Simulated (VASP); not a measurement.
Input:

```
GaAs
1.0
    0.00000     2.96134     2.96134
    2.96134     0.00000     2.96134
    2.96134     2.96134     0.00000
Ga As
1 1
Cartesian
  0.00000   0.00000   0.00000
  1.48067   1.48067   1.48067
```

Method: RPBE GGA, VASP's PBE PAW potentials (set 64) (plane waves; VASP 6.6.1). Settings: 520 eV cut-off, 11×11×11 Γ-centred mesh, first-order Methfessel-Paxton smearing of 0.10 eV, potentials Ga_d As.

Question: Give the stress tensor in GPa (positive for a compressed cell).

Answer: 
```
-2.77   0.00   0.00
 0.00  -2.77   0.00
 0.00   0.00  -2.77
```
The pressure is its mean diagonal, -2.77 GPa.

The compound is GaAs in the zinc blende structure. This cell is one point of a volume scan, at 1.06 of the reference volume.
